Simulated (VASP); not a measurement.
Here is the system:

```xyz
8
Lattice="5.6473 0.0000 0.0000 0.0000 5.6473 0.0000 0.0000 0.0000 5.6720" Properties=species:S:1:pos:R:3 pbc="T T T"
In     0.0000     5.6473     0.0000
In     2.8237     2.8237     0.0000
P      1.4118     1.4118     1.5389
P      4.2355     4.2355     1.5389
P      4.2355     1.4118     4.1331
P      1.4118     4.2355     4.1331
Ga     2.8237     5.6473     2.8360
Ga     0.0000     2.8237     2.8360
```

The numbers are results of PBEsol GGA, VASP's PBE PAW potentials (set 64) (plane waves; VASP), not measurements. Numerical set-up: 400 eV cut-off, 5×5×5 Γ-centred mesh, tetrahedra with Blöchl corrections, potentials In_d P Ga_d.

The cores are frozen, which limits the accuracy of field gradients.

Task: Give the principal components of the electric field gradient (V/Å²) and the asymmetry η at each nucleus.

Result: 
| atom | Vxx | Vyy | Vzz | η |
|---|---|---|---|---|
| In1 | 13.6 | 13.6 | -27.2 | 0.00 |
| In2 | 13.6 | 13.6 | -27.2 | 0.00 |
| P3 | 10.0 | 2.1 | -12.1 | 0.66 |
| P4 | 10.0 | 2.1 | -12.1 | 0.66 |
| P5 | 10.0 | 2.1 | -12.1 | 0.66 |
| P6 | 10.0 | 2.1 | -12.1 | 0.66 |
| Ga7 | -7.0 | -7.0 | 14.0 | 0.00 |
| Ga8 | -7.0 | -7.0 | 14.0 | 0.00 |

The structure was generated: Ga2In2P4 was put into an ordered model structure (P-4m2), which need not be its known phase. It was relaxed first.
